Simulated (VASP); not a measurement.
A convergence study with VASP on Tc (space group no. 194 when undisturbed): one setting is varied, all else stays as given below, so the limit is that of these other settings. One atom is moved off its site, so that forces are finite.

```yaml
crystal:
  lattice:
    - [1.36315, -2.36104, 0.00000]
    - [1.36315, 2.36104, 0.00000]
    - [0.00000, 0.00000, 4.36805]
  atoms:
    - { symbol: Tc, position: [0.33333, 0.66667, 0.26145] }
    - { symbol: Tc, position: [0.66667, 0.33333, 0.75000] }
```

All values below come from PBEsol GGA, VASP's PBE PAW potentials (set 64) (plane waves; VASP 6.6.1). The tightest run used: 300 eV cut-off, 22×22×12 Γ-centred mesh, Gaussian smearing of 0.10 eV, potentials Tc_pv.

Q: The settings run are 2×2×2 mesh; 3×3×2 mesh; 4×4×2 mesh; 4×4×3 mesh; 5×5×3 mesh; 6×6×3 mesh; 7×7×4 mesh; 8×8×5 mesh; 9×9×5 mesh; 10×10×5 mesh; 11×11×6 mesh; 12×12×7 mesh; 13×13×7 mesh; 15×15×8 mesh; 16×16×9 mesh; 18×18×10 mesh; 20×20×11 mesh; 22×22×12 mesh. From which on does the energy per atom stay within 0.01 eV/atom of the tightest run?

A: From 6×6×3 mesh on: it is off by 0.0009 there and by no more than 0.01 in any finer run, while 5×5×3 mesh is off by 0.0616.
| setting | E (eV/atom) | pressure (GPa) | largest force (eV/Å) | irreducible k-points | difference judged (eV/atom) |
|---|---|---|---|---|---|
| 2×2×2 mesh | -11.2400 | -12.23 | 1.095 | 4 | 0.0365 |
| 3×3×2 mesh | -10.8028 | 8.69 | 1.683 | 6 | 0.4736 |
| 4×4×2 mesh | -11.2437 | -1.33 | 0.332 | 8 | 0.0327 |
| 4×4×3 mesh | -11.3047 | -1.36 | 0.266 | 9 | 0.0283 |
| 5×5×3 mesh | -11.3380 | -4.21 | 0.304 | 12 | 0.0616 |
| 6×6×3 mesh | -11.2756 | -3.11 | 0.213 | 17 | 0.0009 |
| 7×7×4 mesh | -11.2790 | -3.11 | 0.196 | 28 | 0.0026 |
| 8×8×5 mesh | -11.2767 | -3.11 | 0.129 | 40 | 0.0003 |
| 9×9×5 mesh | -11.2718 | -2.92 | 0.022 | 50 | 0.0046 |
| 10×10×5 mesh | -11.2804 | -2.96 | 0.069 | 58 | 0.0040 |
| 11×11×6 mesh | -11.2761 | -3.23 | 0.070 | 84 | 0.0003 |
| 12×12×7 mesh | -11.2731 | -3.15 | 0.039 | 112 | 0.0034 |
| 13×13×7 mesh | -11.2732 | -2.83 | 0.037 | 126 | 0.0032 |
| 15×15×8 mesh | -11.2747 | -3.23 | 0.090 | 192 | 0.0017 |
| 16×16×9 mesh | -11.2739 | -2.99 | 0.026 | 234 | 0.0025 |
| 18×18×10 mesh | -11.2774 | -3.19 | 0.063 | 330 | 0.0010 |
| 20×20×11 mesh | -11.2772 | -3.01 | 0.054 | 429 | 0.0008 |
| 22×22×12 mesh | -11.2764 | -3.12 | 0.043 | 564 | 0.0000 |

Left out are rungs that failed or repeat a setting and relaxations that didn't move; long series are thinned to 24 rows.

The structure is a typed Tc crystal (space group no. 194). The cell was not relaxed at this level, it is distorted from the ideal structure.
